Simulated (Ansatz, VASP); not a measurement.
**BiAs in two plane-wave programs**

One calculation is typed for both programs; each brings its own data sets. How far apart do they land? The cell is generated by rule, not measured, and may not be a known phase. The cell is taken from a series of runs on this material, whose earlier steps may have relaxed, scaled, displaced or heated it; both programs get it as it stands.

Program: Ansatz 0.2.0. Level of theory: plane waves, with VASP 6.6.1 beside it; zone-centre phonons at PBEsol. Results are calculated unless marked as measured.

The structure was built from a prototype and need not be the compound's stable phase.

## Step 1: The structure

It takes space group Pm-3m (No. 221, cubic). The conventional cell has a = 3.629 Å, b = 3.629 Å, c = 3.629 Å, α = 90.00°, β = 90.00°, γ = 90.00°. Nearest to Bi lie 8 As at 3.14 Å. As has 8 Bi at 3.14 Å nearest. Farther neighbours are not listed.

Structure file:

```
Bi As
1.0
     3.62892    0.00000    0.00000
     0.00000    3.62892    0.00000
     0.00000    0.00000    3.62892
Bi As
1 1
Direct
  0.00000 0.00000 0.00000
  0.50000 0.50000 0.50000
```

## Step 2: VASP: zone-centre phonons, PBEsol

Second derivatives magnify differences that forces hide, and they need a tight electronic threshold.

Lines of VASP's logs that name or quote its potential files are left out, and so is its time.

INCAR reads:

```
SYSTEM = BiAs
PREC = Accurate
ENCUT = 500
EDIFF = 1E-08
NELM = 120
ISMEAR = 1
SIGMA = 0.15
LREAL = .FALSE.
ALGO = Normal
GGA = PS
NBANDS = 16
LORBIT = 11
LWAVE = .FALSE.
LCHARG = .FALSE.
ISIF = 2
IBRION = 8
LASPH = .TRUE.
GGA_COMPAT = .FALSE.
KPAR = 2
```

POSCAR reads:

```
BiAs
1.0
    3.6289249598      0.0000000000      0.0000000000
    0.0000000000      3.6289249598      0.0000000000
    0.0000000000      0.0000000000      3.6289249598
Bi As
1 1
Direct
    0.0000000000      0.0000000000      0.0000000000
    0.5000000000      0.5000000000      0.5000000000
```

KPOINTS reads:

```
Automatic mesh
0
Gamma
12 12 12
0 0 0
```

Potentials, in the order of the species: Bi_d and As (PBE family, release 64).

On the command line:

```sh
mpirun -np 2 vasp_std
```

Numbers of over 12 decimals in the logs are rounded to 6 here.

The log of the run:

```text
[banner, memory and clock lines left out]
running    2 mpi-ranks, on    1 nodes
 distrk:  each k-point on    1 cores,    2 groups
 distr:  one band on    1 cores,    1 groups

 POSCAR found type information on POSCAR BiAs
 POSCAR found :  2 types and       2 ions
|                                                                             |
|               ----> ADVICE to this user running VASP <----                  |
|                                                                             |
|     You enforced a specific xc type in the INCAR file but a different       |
|     [... a line on the potential file left out ...]
|     I HOPE YOU KNOW WHAT YOU ARE DOING!                                     |
|                                                                             |

 LDA part: xc-table for (Slater+PW92), standard interpolation
 POSCAR, INCAR and KPOINTS ok, starting setup
 FFT: planning ... GRIDC
 FFT: planning ... GRID_SOFT
 FFT: planning ... GRID
 WAVECAR not read
 entering main loop
       N       E                     dE             d eps       ncg     rms          rms(c)
DAV:   1     0.139788821973E+03    0.13979E+03   -0.99424E+03  2696   0.132E+03
DAV:   2    -0.567369017515E+00   -0.14036E+03   -0.13752E+03  2992   0.346E+02
DAV:   3    -0.895819835077E+01   -0.83908E+01   -0.83517E+01  3424   0.835E+01
DAV:   4    -0.912197216655E+01   -0.16377E+00   -0.16373E+00  3432   0.129E+01
DAV:   5    -0.912838399092E+01   -0.64118E-02   -0.64117E-02  3880   0.223E+00    0.197E+00
DAV:   6    -0.900838359341E+01    0.12000E+00   -0.38863E-01  3840   0.425E+00    0.107E+00
DAV:   7    -0.900655889114E+01    0.18247E-02   -0.31517E-02  3352   0.986E-01    0.507E-01
DAV:   8    -0.900502014944E+01    0.15387E-02   -0.31574E-03  3184   0.401E-01    0.652E-02
DAV:   9    -0.900490465306E+01    0.11550E-03   -0.72995E-04  3752   0.164E-01    0.366E-02
DAV:  10    -0.900490669778E+01   -0.20447E-05   -0.48160E-05  3216   0.482E-02    0.174E-02
DAV:  11    -0.900490533745E+01    0.13603E-05   -0.11739E-05  3656   0.325E-02    0.348E-03
DAV:  12    -0.900490502993E+01    0.30751E-06   -0.99678E-07  3432   0.974E-03    0.211E-03
DAV:  13    -0.900490496245E+01    0.67482E-07   -0.37597E-08  3456   0.117E-03    0.940E-04
DAV:  14    -0.900490493496E+01    0.27495E-07   -0.10656E-08  2000   0.150E-03    0.196E-04
DAV:  15    -0.900490492108E+01    0.13873E-07   -0.15628E-09  1744   0.226E-04    0.347E-05
DAV:  16    -0.900490492438E+01   -0.32969E-08   -0.15031E-10  1688   0.975E-05
   1 F= -.90049049E+01 E0= -.90041086E+01  d E =-.238886E-02
 Linear response reoptimize wavefunctions to high precision
DAV:   1    -0.900490492386E+01    0.52114E-09   -0.61790E-11  1880   0.529E-05
DAV:   2    -0.900490492386E+01    0.90949E-12   -0.12863E-11  1656   0.287E-05
 Linear response DOF=           2
 Linear response progress:
  Degree of freedom:   1/  2
       N       E                     dE             d eps       ncg     rms          rms(c)
RMM:   1    -0.324200964016E+00   -0.32420E+00    0.22590E-01  7927   0.941E+00
RMM:   2    -0.331404869698E+00   -0.72039E-02   -0.14791E-02 10503   0.102E+00    0.361E-02
RMM:   3    -0.331338429219E+00    0.66440E-04   -0.11625E-03 11582   0.287E-01    0.213E-02
RMM:   4    -0.331026068445E+00    0.31236E-03   -0.78200E-05 11809   0.803E-02    0.339E-03
RMM:   5    -0.331018319709E+00    0.77487E-05   -0.11412E-05 12096   0.277E-02    0.184E-03
RMM:   6    -0.331027733950E+00   -0.94142E-05   -0.19553E-06 11920   0.105E-02    0.545E-04
RMM:   7    -0.331032955538E+00   -0.52216E-05   -0.42508E-07 12366   0.398E-03    0.175E-04
RMM:   8    -0.331030504404E+00    0.24511E-05   -0.13242E-07 11940   0.158E-03    0.252E-05
RMM:   9    -0.331030389737E+00    0.11467E-06   -0.26433E-08 12541   0.631E-04    0.184E-05
RMM:  10    -0.331030047507E+00    0.34223E-06   -0.86503E-08 12787   0.285E-04    0.610E-06
RMM:  11    -0.331029867075E+00    0.18043E-06   -0.17548E-07 12372   0.140E-04    0.163E-06
RMM:  12    -0.331029830492E+00    0.36583E-07   -0.10192E-07 12972   0.709E-05    0.120E-06
RMM:  13    -0.331029787514E+00    0.42979E-07   -0.67885E-08 11601   0.404E-05    0.608E-07
RMM:  14    -0.331029791289E+00   -0.37751E-08   -0.36173E-08 10102   0.256E-05    0.162E-07
 first order change of Fermi-energy   0.68520E-03
 force on displaced ion       1 direction 1 :   0.020   0.000   0.000
 Linear response progress:
  Degree of freedom:   2/  2
       N       E                     dE             d eps       ncg     rms          rms(c)
RMM:   1    -0.429658040884E-01   -0.42966E-01    0.42524E-02 13060   0.875E-01
RMM:   2    -0.418372898638E-01    0.11285E-02   -0.13786E-03 11571   0.223E-01    0.433E-02
RMM:   3    -0.419550014118E-01   -0.11771E-03   -0.24480E-04 11742   0.764E-02    0.241E-02
RMM:   4    -0.420645378045E-01   -0.10954E-03   -0.40658E-05 11891   0.396E-02    0.428E-03
RMM:   5    -0.420766507330E-01   -0.12113E-04   -0.43943E-06 12205   0.130E-02    0.167E-03
RMM:   6    -0.420695423588E-01    0.71084E-05   -0.51337E-07 12125   0.393E-03    0.758E-04
RMM:   7    -0.420669815910E-01    0.25608E-05   -0.65526E-08 12110   0.123E-03    0.546E-05
RMM:   8    -0.420670082614E-01   -0.26670E-07   -0.84480E-09 12637   0.323E-04    0.107E-05
RMM:   9    -0.420669134125E-01    0.94849E-07    0.26241E-08 12798   0.129E-04    0.625E-06
RMM:  10    -0.420669304118E-01   -0.16999E-07    0.70135E-09 12289   0.473E-05    0.139E-06
RMM:  11    -0.420669277818E-01    0.26299E-08   -0.21170E-08 11216   0.159E-05    0.371E-07
 first order change of Fermi-energy  -0.43310E-03
 force on displaced ion       2 direction 1 :  -0.014   0.000  -0.000
 Linear response finished
```

Parts of OUTCAR (step 2):

```text
ion  position               nearest neighbor table
   1  0.000  0.000  0.000-   2 3.14   2 3.14   2 3.14   2 3.14   2 3.14   2 3.14   2 3.14   2 3.14

  LATTYP: Found a simple cubic cell.
 ALAT       =     3.6289249598

 Subroutine GETGRP returns: Found 48 space group operations
 (whereof 48 operations were pure point group operations)

The static configuration has the point symmetry O_h .

 Found     84 irreducible k-points:

   k-points           NKPTS =     84   k-points in BZ     NKDIM =     84   number of bands    NBANDS=     16

   dimension x,y,z NGX =    28 NGY =   28 NGZ =   28
   dimension x,y,z NGXF=    56 NGYF=   56 NGZF=   56

   ENCUT  =  500.0 eV  36.75 Ry    6.06 a.u.   6.62  6.62  6.62*2*pi/ulx,y,z

   NELECT =      20.0000    total number of electrons

 k-points in reciprocal lattice and weights: Automatic mesh
   0.00000000  0.00000000  0.00000000       0.001
   0.08333333  0.00000000  0.00000000       0.003
   0.16666667  0.00000000  0.00000000       0.003
   0.25000000  0.00000000  0.00000000       0.003
   0.33333333  0.00000000  0.00000000       0.003
   0.41666667  0.00000000  0.00000000       0.003
   0.50000000  0.00000000  0.00000000       0.002
   0.08333333  0.08333333  0.00000000       0.007
   0.16666667  0.08333333  0.00000000       0.014
[...]
0.50000000  0.50000000  0.41666667       0.003
   0.50000000  0.50000000  0.50000000       0.001

 average (electrostatic) potential at core
       1-103.2528       2 -46.9189

  Total        0.0177595      0.0177595      0.0177595      0.0000000     -0.0000000      0.0000000
  in kB        0.5953992      0.5953992      0.5953992      0.0000000     -0.0000000      0.0000000
  external PRESSURE =       0.5953992 kB  Pullay stress =       0.0000000 kB

  energy-cutoff  :      500.00
  volume of cell :       47.79
      direct lattice vectors                 reciprocal lattice vectors
     3.628924960  0.000000000  0.000000000     0.275563703  0.000000000  0.000000000
     0.000000000  3.628924960  0.000000000     0.000000000  0.275563703  0.000000000
     0.000000000  0.000000000  3.628924960     0.000000000  0.000000000  0.275563703

 POSITION                                       TOTAL-FORCE (eV/Angst)
 -----------------------------------------------------------------------------------
      0.00000      0.00000      0.00000         0.000000      0.000000      0.000000
      1.81446      1.81446      1.81446         0.000000      0.000000      0.000000
 -----------------------------------------------------------------------------------
    total drift:                               -0.000000      0.000000     -0.000000

 Eigenvectors and eigenvalues of the dynamical matrix
 ----------------------------------------------------

   1 f  =    0.215629 THz     1.354837 2PiTHz    7.192607 cm-1     0.891769 meV
             X         Y         Z           dx          dy          dz
      0.000000  0.000000  0.000000    -0.077940    0.000000    0.000000
      1.814462  1.814462  1.814462    -0.996958    0.000000    0.000000

   2 f  =    0.215629 THz     1.354837 2PiTHz    7.192607 cm-1     0.891769 meV
             X         Y         Z           dx          dy          dz
      0.000000  0.000000  0.000000    -0.000000   -0.000000    0.077940
      1.814462  1.814462  1.814462     0.000000    0.000000    0.996958

   3 f  =    0.215629 THz     1.354837 2PiTHz    7.192607 cm-1     0.891769 meV
             X         Y         Z           dx          dy          dz
      0.000000  0.000000  0.000000    -0.000000    0.077940    0.000000
      1.814462  1.814462  1.814462     0.000000    0.996958    0.000000

   4 f/i=    0.153135 THz     0.962178 2PiTHz    5.108045 cm-1     0.633317 meV
             X         Y         Z           dx          dy          dz
      0.000000  0.000000  0.000000    -0.000000   -0.000000    0.996958
      1.814462  1.814462  1.814462     0.000000    0.000000   -0.077940

   5 f/i=    0.153135 THz     0.962178 2PiTHz    5.108045 cm-1     0.633317 meV
             X         Y         Z           dx          dy          dz
      0.000000  0.000000  0.000000     0.000000   -0.996958   -0.000000
      1.814462  1.814462  1.814462    -0.000000    0.077940    0.000000

   6 f/i=    0.153135 THz     0.962178 2PiTHz    5.108045 cm-1     0.633317 meV
             X         Y         Z           dx          dy          dz
      0.000000  0.000000  0.000000    -0.996958   -0.000000   -0.000000
      1.814462  1.814462  1.814462     0.077940   -0.000000    0.000000

 ELASTIC MODULI CONTR FROM IONIC RELAXATION (kBar)
 Direction    XX          YY          ZZ          XY          YZ          ZX
 --------------------------------------------------------------------------------
 XX           0.0000      0.0000      0.0000      0.0000      0.0000      0.0000
 YY           0.0000      0.0000      0.0000      0.0000      0.0000      0.0000
 ZZ           0.0000      0.0000      0.0000      0.0000      0.0000      0.0000
 XY           0.0000      0.0000      0.0000      0.0000      0.0000      0.0000
 YZ           0.0000      0.0000      0.0000      0.0000      0.0000      0.0000
 ZX           0.0000      0.0000      0.0000      0.0000      0.0000      0.0000
 --------------------------------------------------------------------------------
```

(Part 1 of 2 ends here.)

[Lines on the potential files, build, host, timing and source positions are cut from VASP's logs without a mark.]

[Logs are printed without paths, hosts, clocks, repeated set-up lines and the standing remarks that a program may print on its own settings, such as how far it seeks lower states.]

[Hosts, paths, dates, database ids (printed as entryN), source tags and the programs' standing remarks are cut or masked in the printed files.]
